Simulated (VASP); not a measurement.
Nb: relaxation of cell and atoms with LDA

The system is Nb.

```
CELL_PARAMETERS angstrom
0.00000 2.08008 2.08008
2.08008 0.00000 2.08008
2.08008 2.08008 0.00000
ATOMIC_POSITIONS crystal
Nb 0.00000 0.00000 0.00000
```

This isn't the form of Nb at room conditions, which is bcc.

```
Program                : VASP 6.6.1
Task                   : relaxation of cell and atoms
Functional             : LDA
Potentials or basis    : VASP PAW LDA potentials, release 64 (Nb_sv)
Cutoff                 : 600 eV
k mesh                 : 18 × 18 × 18
Occupations            : gaussian, width 0.1 eV
Spin                   : no spin polarisation
Further INCAR settings : ALGO = Normal; EDIFF = 1e-07; IBRION = 2; EDIFFG = -0.005; NSW = 90; ISIF = 3
```

```
Relaxed volume                         : 17.72 Å³/atom
Relaxed cell                           : a = 2.926 Å, b = 2.926 Å, c = 2.926 Å, α = 60.00°, β = 60.00°, γ = 60.00°
Space group after relaxing (to 0.05 Å) : Fm-3m (No. 225)
Energy gained by relaxing              : 2.4 meV/atom
Ionic steps                            : 4
Pressure after relaxing                : 0.0 GPa
Band gap on the k mesh                 : none (metal or under the smearing width)
```

The path:
```
step  energy change (eV)  largest force (eV/Å)  pressure (GPa)  volume (Å³)
   1              0.0000                0.0000           -2.78        18.00
   2              0.0068                0.0000            5.79        17.20
   3             -0.0024                0.0000           -0.05        17.72
   4             -0.0024                0.0000            0.03        17.72
```

Final structure:
```xyz
1
Lattice="0.0000 2.0692 2.0692 2.0692 0.0000 2.0692 2.0692 2.0692 0.0000" Properties=species:S:1:pos:R:3 pbc="T T T"
Nb    0.0000    2.0692    2.0692
```

Levels at points of the mesh, in eV from the Fermi level:
| k point | band 2 | band 3 | band 4 | band 5 | band 6 | band 7 | band 8 | band 9 | band 10 |
| --- | --- | --- | --- | --- | --- | --- | --- | --- | --- |
| (0.00, 0.00, 0.00) | -29.85 | -29.85 | -29.85 | -6.34 | 0.04 | 0.04 | 0.04 | 2.83 | 2.83 |
| (0.50, 0.00, 0.00) | -31.30 | -30.04 | -30.04 | -4.07 | -0.18 | -0.18 | 1.66 | 5.00 | 5.00 |
| (0.50, 0.50, 0.00) | -31.20 | -30.37 | -30.37 | -4.39 | -3.62 | 3.99 | 4.96 | 5.63 | 5.63 |

Wall time 82 s on 1 thread of Intel(R) Xeon(R) Platinum 8259CL CPU @ 2.50GHz (Skylake/Cascade Lake) (shared host), peak memory 0.17 GiB.
